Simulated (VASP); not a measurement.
# YTi with PW91 + D4: from relaxation to properties, part 2 of 5

What structure does YTi take at this level, and what are its properties? The cell is generated by rule, not measured, and may not be a known phase. Left out of this account: at least 1 further run (elastic: elastic constants of a metal on too coarse a mesh).

VASP 6.6.1, plane waves and PAW; the level of theory is named at each step.

Still holding for the runs below: This run has no spin polarisation. Its electron count is odd, so without a moment it is a metal by construction. The k-mesh is coarse for a metal.

So far. Step 2 (Relaxing cell and atoms (PW91 + D4)): It ends with forces that vanish by symmetry and a pressure of -0.01 GPa. The relaxed cell has a = 3.594 Å (conventional setting).

## Step 3: Second relaxation

Level of this step: PW91 with D4; plane waves and PAW (Y_sv, Ti_sv); invented cell (VASP).

A relaxation keeps the plane waves of the cell it began with, so it is repeated from the new cell, on a basis made for it. The mesh changes with the cell too.

File INCAR:

```
SYSTEM = YTi
PREC = Accurate
ENCUT = 400
EDIFF = 1E-06
NELM = 100
ISMEAR = 1
SIGMA = 0.2
LREAL = .FALSE.
ALGO = Normal
GGA = 91
IVDW = 13
VDW_S6 = 1
VDW_S8 = 0.77283111
VDW_A1 = 0.39581542
VDW_A2 = 4.93405761
LORBIT = 11
LWAVE = .FALSE.
LCHARG = .FALSE.
IBRION = 2
NSW = 60
ISIF = 3
EDIFFG = -0.01
```

File POSCAR:

```
YTi
1.0
    3.5942901589      0.0000000000      0.0000000000
    0.0000000000      3.5942901589      0.0000000000
    0.0000000000      0.0000000000      3.5942901589
Y Ti
1 1
Direct
    0.5000000000      0.5000000000      0.5000000000
    0.0000000000      0.0000000000      0.0000000000
```

File KPOINTS:

```
Automatic mesh
0
Gamma
5 5 5
0 0 0
```

Potentials, in the order of the species: Y_sv and Ti_sv (PBE family, release 64).

Started as:

```
mpirun -np 1 vasp_std
```

What it wrote:

```text
[banner, memory and clock lines left out]
running    1 mpi-ranks, on    1 nodes
 distrk:  each k-point on    1 cores,    1 groups
 distr:  one band on    1 cores,    1 groups

 POSCAR found type information on POSCAR Y Ti
 POSCAR found :  2 types and       2 ions
 [... a notice as in an earlier step ...]

 LDA part: xc-table for (Slater(with rela. corr.)+CA(PZ))
 , standard interpolation
 POSCAR, INCAR and KPOINTS ok, starting setup
 FFT: planning ... GRIDC
 FFT: planning ... GRID_SOFT
 FFT: planning ... GRID
 WAVECAR not read
 entering main loop
       N       E                     dE             d eps       ncg     rms          rms(c)
DAV:   1     0.163497056148E+03    0.16350E+03   -0.10411E+04   300   0.133E+03
DAV:   2    -0.248027368808E+01   -0.16598E+03   -0.16455E+03   328   0.388E+02
DAV:   3    -0.146863389840E+02   -0.12206E+02   -0.12167E+02   549   0.847E+01
DAV:   4    -0.150215770888E+02   -0.33524E+00   -0.33476E+00   378   0.137E+01
DAV:   5    -0.150396591188E+02   -0.18082E-01   -0.18075E-01   470   0.227E+00    0.331E+01
DAV:   6    -0.144050701391E+02    0.63459E+00   -0.29425E+01   412   0.322E+01    0.104E+01
DAV:   7    -0.137962208435E+02    0.60885E+00   -0.20177E+01   405   0.236E+01    0.144E+01
DAV:   8    -0.134836304952E+02    0.31259E+00   -0.33929E+00   384   0.119E+01    0.168E+00
DAV:   9    -0.134852994307E+02   -0.16689E-02   -0.14442E-01   381   0.287E+00    0.570E-01
DAV:  10    -0.134861910923E+02   -0.89166E-03   -0.16953E-02   384   0.111E+00    0.448E-01
DAV:  11    -0.134854613171E+02    0.72978E-03   -0.97130E-03   406   0.634E-01    0.147E-01
DAV:  12    -0.134854292251E+02    0.32092E-04   -0.77861E-04   370   0.197E-01    0.436E-02
DAV:  13    -0.134854264003E+02    0.28248E-05   -0.46608E-05   412   0.503E-02    0.315E-02
DAV:  14    -0.134854281056E+02   -0.17053E-05   -0.73602E-06   300   0.253E-02    0.767E-03
DAV:  15    -0.134854275439E+02    0.56171E-06   -0.32282E-06   276   0.882E-03
   1 F= -.13847411E+02 E0= -.13850506E+02  d E =-.138474E+02
 curvature:   0.00 expect dE= 0.000E+00 dE for cont linesearch  0.000E+00
 trial: gam= 0.00000 g(F)=  0.000E+00 g(S)=  0.106E-02 ort = 0.000E+00 (trialstep = 0.100E+01)
 search vector abs. value=  0.106E-02
 bond charge predicted
       N       E                     dE             d eps       ncg     rms          rms(c)
DAV:   1    -0.135068196172E+02   -0.21392E-01   -0.50980E-01   384   0.794E+00    0.135E+00
DAV:   2    -0.134976701530E+02    0.91495E-02   -0.43913E-01   413   0.450E+00    0.104E+00
DAV:   3    -0.134830293474E+02    0.14641E-01   -0.15831E-01   391   0.213E+00    0.380E-01
DAV:   4    -0.134819103799E+02    0.11190E-02   -0.99503E-03   436   0.737E-01    0.230E-01
DAV:   5    -0.134823632518E+02   -0.45287E-03   -0.18127E-03   370   0.212E-01    0.458E-02
DAV:   6    -0.134825528069E+02   -0.18956E-03   -0.33967E-04   394   0.105E-01    0.544E-02
DAV:   7    -0.134826963751E+02   -0.14357E-03   -0.28571E-04   406   0.101E-01    0.924E-03
DAV:   8    -0.134826976015E+02   -0.12264E-05   -0.24784E-05   395   0.348E-02    0.874E-03
DAV:   9    -0.134827009726E+02   -0.33711E-05   -0.74483E-06   377   0.178E-02    0.190E-03
DAV:  10    -0.134827012344E+02   -0.26174E-06   -0.59216E-07   199   0.463E-03
   2 F= -.13847774E+02 E0= -.13850416E+02  d E =-.363065E-03
 trial-energy change:   -0.000363  1 .order   -0.000359   -0.001062    0.000344
 step:   0.7556(harm=  0.7556)  dis= 0.00000  next Energy=   -13.847812 (dE=-0.401E-03)
 bond charge predicted
       N       E                     dE             d eps       ncg     rms          rms(c)
DAV:   1    -0.134849605681E+02   -0.22596E-02   -0.30618E-02   384   0.195E+00    0.332E-01
DAV:   2    -0.134844841756E+02    0.47639E-03   -0.28151E-02   413   0.113E+00    0.263E-01
DAV:   3    -0.134835268890E+02    0.95729E-03   -0.98333E-03   384   0.531E-01    0.924E-02
DAV:   4    -0.134834642547E+02    0.62634E-04   -0.55801E-04   450   0.172E-01    0.555E-02
DAV:   5    -0.134834865012E+02   -0.22246E-04   -0.93225E-05   377   0.454E-02    0.140E-02
DAV:   6    -0.134834984258E+02   -0.11925E-04   -0.21946E-05   400   0.225E-02    0.122E-02
DAV:   7    -0.134835043319E+02   -0.59061E-05   -0.12779E-05   405   0.218E-02    0.224E-03
DAV:   8    -0.134835043671E+02   -0.35192E-07   -0.83684E-07   199   0.671E-03
   3 F= -.13847816E+02 E0= -.13850571E+02  d E =-.405162E-03
 curvature:  -0.38 expect dE=-0.512E-07 dE for cont linesearch -0.512E-07
 trial: gam= 0.00000 g(F)=  0.317E-68 g(S)=  0.136E-06 ort =-0.120E-04 (trialstep = 0.951E+00)
 search vector abs. value=  0.136E-06
 reached required accuracy - stopping structural energy minimisation
```

The job ended after 7.4 s (1 MPI rank of Intel Xeon 6975P-C (Granite Rapids), shared host; peak memory 0.14 GiB).

OUTCAR, selected parts (step 3):

```text
  LATTYP: Found a simple cubic cell.
 ALAT       =     3.5942901589

The static configuration has the point symmetry O_h .

 Found     10 irreducible k-points:

   k-points           NKPTS =     10   k-points in BZ     NKDIM =     10   number of bands    NBANDS=     15

   ENCUT  =  400.0 eV  29.40 Ry    5.42 a.u.   5.86  5.86  5.86*2*pi/ulx,y,z

   NELECT =      23.0000    total number of electrons

 E-fermi :   5.3045

 k-point     1 :       0.0000    0.0000    0.0000
  band No.  band energies     occupation
    ...
      7     -16.4155      2.00000
      8     -16.4155      2.00000
      9       0.0268      2.00000
     10       3.4302      2.00000
     11       3.4302      2.00000
     12       6.2445     -0.00000
     13       6.2445     -0.00000
     14       6.2445     -0.00000
     15       8.4083     -0.00000

 k-point     2 :       0.2000    0.0000    0.0000
  band No.  band energies     occupation
    ...
      7     -16.4088      2.00000
      8     -16.4088      2.00000
      9       0.6563      2.00000
     10       3.7493      2.00000
     11       3.7693      2.00000
     12       6.1783     -0.00000
     13       6.1783     -0.00000
     14       6.3991     -0.00000
     15       7.7864     -0.00000

  DFT-D4 for vdW energy calculation

  Edisp (eV):   -0.36431

  Total       0.00137     0.00137     0.00137     0.00000     0.00000     0.00000
  in kB       0.04754     0.04754     0.04754     0.00000     0.00000     0.00000
  external pressure =        0.05 kB  Pullay stress =        0.00 kB

  energy-cutoff  :      400.00
  volume of cell :       46.13
      direct lattice vectors                 reciprocal lattice vectors
     3.586353784  0.000000000  0.000000000     0.278834733  0.000000000  0.000000000
    -0.000000000  3.586353784  0.000000000    -0.000000000  0.278834733  0.000000000
     0.000000000 -0.000000000  3.586353784    -0.000000000 -0.000000000  0.278834733

 POSITION                                       TOTAL-FORCE (eV/Angst)
 -----------------------------------------------------------------------------------
      1.79318      1.79318      1.79318        -0.000000     -0.000000      0.000000
      0.00000      0.00000      0.00000         0.000000      0.000000      0.000000
 -----------------------------------------------------------------------------------
    total drift:                                0.000000      0.000000     -0.000000

  FREE ENERGIE OF THE ION-ELECTRON SYSTEM (eV)
  ---------------------------------------------------
  free  energy   TOTEN  =       -13.8478161801 eV

  energy  without entropy=      -13.8560820041  energy(sigma->0) =      -13.85057145

 total charge
# of ion       s       p       d       f       tot
--------------------------------------------------
    1        2.295   6.266   1.189   0.020   9.770
    2        2.231   6.062   1.896   0.000  10.189
--------------------------------------------------
tot          4.527  12.327   3.084   0.020  19.958

[... 3 parts as in an earlier step ...]

[... 7 further parts left out ...]
```

Relaxation path:

```tsv
step	energy less that of the first step (eV)	largest force (eV/Å)	pressure (GPa)	volume (Å³)
1	0.0000	0.0000	-0.42	46.43
2	-0.0004	0.0000	0.14	46.03
3	-0.0004	0.0000	0.00	46.13
```

```tsv
conventional cell, symmetrised	before	after	change
a (Å)	3.594	3.586	-0.2 %
b (Å)	3.594	3.586	-0.2 %
c (Å)	3.594	3.586	-0.2 %
volume (Å³/atom)	23.22	23.06	-0.7 %
```

Final coordinates:

```xyz
2
Lattice="3.5864 0.0000 0.0000 0.0000 3.5864 0.0000 0.0000 0.0000 3.5864" Properties=species:S:1:pos:R:3 pbc="T T T"
Y     1.7932    1.7932    1.7932
Ti    0.0000    0.0000    0.0000
```

This step gave:

| Item | Value |
| --- | --- |
| irreducible k-points | 10 |
| free energy (TOTEN) | -13.85 eV |
| energy at zero smearing | -13.85 eV |
| Fermi energy | 5.304 eV |
| pressure | 0.004754 GPa |

It ends with forces that vanish by symmetry and a pressure of 0.00 GPa.

## Step 4: Density, ELF and potential (PW91 + D4)

A single point on the relaxed cell gives a clean self-consistent state, with density, ELF and potential written out.

Edit INCAR of step 3 so:

```diff
@@ -17,6 +17,5 @@
 LWAVE = .FALSE.
-LCHARG = .FALSE.
-IBRION = 2
-NSW = 60
-ISIF = 3
-EDIFFG = -0.01
+LCHARG = .TRUE.
+ISIF = 2
+LELF = .TRUE.
+LVHAR = .TRUE.
```

File POSCAR:

```
YTi
1.0
    3.5863537839      0.0000000000      0.0000000000
    0.0000000000      3.5863537839      0.0000000000
    0.0000000000      0.0000000000      3.5863537839
Y Ti
1 1
Direct
    0.5000000000      0.5000000000      0.5000000000
    0.0000000000      0.0000000000      0.0000000000
```

File KPOINTS:

```
Automatic mesh
0
Gamma
6 6 6
0 0 0
```

Started as:

```
mpirun -np 1 vasp_std
```

What it wrote:

```text
[... set-up lines as in an earlier step ...]
 entering main loop
       N       E                     dE             d eps       ncg     rms          rms(c)
DAV:   1     0.163954200991E+03    0.16395E+03   -0.10210E+04   600   0.133E+03
DAV:   2    -0.106541143196E+01   -0.16502E+03   -0.16358E+03   621   0.398E+02
DAV:   3    -0.147354079859E+02   -0.13670E+02   -0.13479E+02  1170   0.886E+01
DAV:   4    -0.150083539509E+02   -0.27295E+00   -0.27274E+00   643   0.128E+01
DAV:   5    -0.150218980116E+02   -0.13544E-01   -0.13543E-01  1019   0.216E+00    0.332E+01
DAV:   6    -0.144254974158E+02    0.59640E+00   -0.30571E+01   796   0.327E+01    0.102E+01
DAV:   7    -0.137541047506E+02    0.67139E+00   -0.21125E+01   782   0.243E+01    0.150E+01
DAV:   8    -0.134269584397E+02    0.32715E+00   -0.31805E+00   747   0.121E+01    0.154E+00
DAV:   9    -0.134309636284E+02   -0.40052E-02   -0.13940E-01   748   0.302E+00    0.491E-01
DAV:  10    -0.134317227333E+02   -0.75910E-03   -0.87397E-03   727   0.770E-01    0.317E-01
DAV:  11    -0.134314738413E+02    0.24889E-03   -0.36114E-03   771   0.487E-01    0.138E-01
DAV:  12    -0.134314331215E+02    0.40720E-04   -0.43015E-04   772   0.161E-01    0.618E-02
DAV:  13    -0.134314276848E+02    0.54367E-05   -0.24168E-04   803   0.904E-02    0.154E-02
DAV:  14    -0.134314266604E+02    0.10244E-05   -0.11892E-05   768   0.264E-02    0.443E-03
DAV:  15    -0.134314266643E+02   -0.38749E-08   -0.85504E-07   405   0.940E-03
   1 F= -.13795738E+02 E0= -.13793534E+02  d E =-.661470E-02
```

It took 5.2 s on 1 MPI rank; peak memory 0.14 GiB.

From OUTCAR (step 4):

```text
  LATTYP: Found a simple cubic cell.
 ALAT       =     3.5863537839

The static configuration has the point symmetry O_h .

 Found     20 irreducible k-points:

   ENCUT  =  400.0 eV  29.40 Ry    5.42 a.u.   5.85  5.85  5.85*2*pi/ulx,y,z

   NELECT =      23.0000    total number of electrons

 E-fermi :   5.2588

 k-point     1 :       0.0000    0.0000    0.0000
  band No.  band energies     occupation
    ...
      7     -16.4312      2.00000
      8     -16.4312      2.00000
      9       0.0286      2.00000
     10       3.4234      2.00000
     11       3.4234      2.00000
     12       6.2261     -0.00000
     13       6.2261     -0.00000
     14       6.2261     -0.00000
     15       8.3928     -0.00000

 k-point     2 :       0.1667    0.0000    0.0000
  band No.  band energies     occupation
    ...
      7     -16.4263      2.00000
      8     -16.4263      2.00000
      9       0.4718      2.00000
     10       3.6596      2.00000
     11       3.6626      2.00000
     12       6.1760     -0.00000
     13       6.1760     -0.00000
     14       6.3358     -0.00000
     15       7.9528     -0.00000

  DFT-D4 for vdW energy calculation

  Edisp (eV):   -0.36431

  Total       0.11212     0.11212     0.11212    -0.00000     0.00000    -0.00000
  in kB       3.89422     3.89422     3.89422    -0.00000     0.00000    -0.00000
  external pressure =        3.89 kB  Pullay stress =        0.00 kB

  energy-cutoff  :      400.00
  volume of cell :       46.13
      direct lattice vectors                 reciprocal lattice vectors
     3.586353784  0.000000000  0.000000000     0.278834733  0.000000000  0.000000000
     0.000000000  3.586353784  0.000000000     0.000000000  0.278834733  0.000000000
     0.000000000  0.000000000  3.586353784     0.000000000  0.000000000  0.278834733

 POSITION                                       TOTAL-FORCE (eV/Angst)
 -----------------------------------------------------------------------------------
      1.79318      1.79318      1.79318         0.000000      0.000000      0.000000
      0.00000      0.00000      0.00000         0.000000      0.000000      0.000000
 -----------------------------------------------------------------------------------
    total drift:                                0.000000      0.000000     -0.000000

  FREE ENERGIE OF THE ION-ELECTRON SYSTEM (eV)
  ---------------------------------------------------
  free  energy   TOTEN  =       -13.7957384774 eV

  energy  without entropy=      -13.7891237730  energy(sigma->0) =      -13.79353358

 total charge
# of ion       s       p       d       f       tot
--------------------------------------------------
    1        2.295   6.263   1.185   0.022   9.765
    2        2.232   6.070   1.880   0.000  10.181
--------------------------------------------------
tot          4.527  12.333   3.065   0.022  19.947

[... 5 parts as in an earlier step ...]

[... 5 further parts left out ...]
```

This step gave:

```yaml
scf_cycles: 15
irreducible_k_points: 20
free_energy_toten: -13.80 eV
energy_at_zero_smearing: -13.79 eV
fermi_energy: 5.259 eV
pressure: 0.3894 GPa
```

Valence electrons inside each PAW sphere by angular momentum. Sphere charges, by row:

```tsv
atom	s (e)	p (e)	d (e)	f (e)	tot (e)
Y1	2.295	6.263	1.185	0.022	9.765
Ti2	2.232	6.07	1.88	0	10.18
```

ELF in the ac plane at fractional y = 0.000, with atoms of Ti within 0.2 Å of it. It is the smooth field of the valence electrons, not physical close to the nuclei.

Ten even steps from '0' (0.13) to '9' (0.97), each cell a mean:
```
98510256510258
65200256520025
21001355420001
00012333332000
22333222233332
66653211124566
66653211124566
34443221223444
00012333332100
11001345430001
53100256520024
97410256510258
99620256410369
```
Columns run along a (3.6 Å), rows up along c (3.6 Å). Atoms in or near the plane, at fractional coordinates: Ti at (0.00, 0.00).

Valence density in the ac plane at fractional y = 0.000, with atoms of Ti within 0.2 Å of it. It is the smooth field of the valence electrons, not physical close to the nuclei.

Ten steps, logarithmic in the rise over the least value, from '0' (0 e/Å³) to '9' (14 e/Å³), each cell a mean:
```
98741000002578
77521000001357
44210000000134
11100000000011
00000000000000
00000000000000
00000000000000
00000000000000
11000000000011
33210000000123
76421000001356
98631000002478
99741000012579
```
Columns run along a (3.6 Å), rows up along c (3.6 Å). Atoms in or near the plane, at fractional coordinates: Ti at (0.00, 0.00).

Electrostatic potential energy in the ac plane at fractional y = 0.000, with atoms of Ti within 0.2 Å of it. With pseudopotentials it is smooth inside the atoms' cores, unlike the true potential.

Ten even steps from '0' (-60 eV) to '9' (3 eV), each cell a mean:
```
00258999998410
12479999998631
55789999999865
88999999999998
99999999999999
99999999999999
99999999999999
99999999999999
89999999999999
66899999999876
23579999998742
00268999998520
00158999997410
```
Columns run along a (3.6 Å; values clipped at the 3rd and 97th percentile), rows up along c (3.6 Å). Atoms in or near the plane, at fractional coordinates: Ti at (0.00, 0.00).

In this run the pressure is 0.39 GPa, with stress components up to 0.39 GPa and forces up to 0.000 eV/Å, which can come from another mesh, basis or smearing than the relaxation's or from a relaxation that stopped early.

(Part 2 of 5 ends here.)

[Lines on the potential files, build, host, timing and source positions are cut from VASP's logs without a mark.]

[Logs are printed without paths, hosts, clocks, repeated set-up lines and the standing remarks that a program may print on its own settings, such as how far it seeks lower states.]

[Hosts, paths, dates, database ids (printed as entryN), source tags and the programs' standing remarks are cut or masked in the printed files.]

[A measured line is paired with the nearest computed mode of its activity, which favours agreement.]

[In band tables of VASP the shares of atoms and orbitals are scaled to a sum of 1 inside the atoms' spheres.]
